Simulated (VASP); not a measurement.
Cost and result of VASP (PAW) for the lattice constant a of MgH2 (rutile). Static lattice. The cost counts the five points of the equation of state, each on the mesh and cut-off of its row, so the ratios hold those differences too. With PBEsol it took about 4 core-minutes. Costs are core time on shared hosts, one run each; read them as rough ratios.

```csv
level,k-mesh,cut-off (eV),lattice constant a (Å),cost over PBEsol
LDA,5×5×8,520,?,?
PBEsol,5×5×7,520,4.474,reference
r2SCAN,5×5×7,520,4.478,about 5 times
SCAN,5×5×7,520,?,about 5 times
```

### Question
Fill in the missing entries.

### Answer

- LDA, lattice constant a (Å): 4.416
- LDA, cost over PBEsol: within a factor of 2
- SCAN, lattice constant a (Å): 4.469

Left out are levels that failed, ran on another kind of processor or have no fit band path; at most nine are shown.

The compound is MgH2 in the rutile structure.
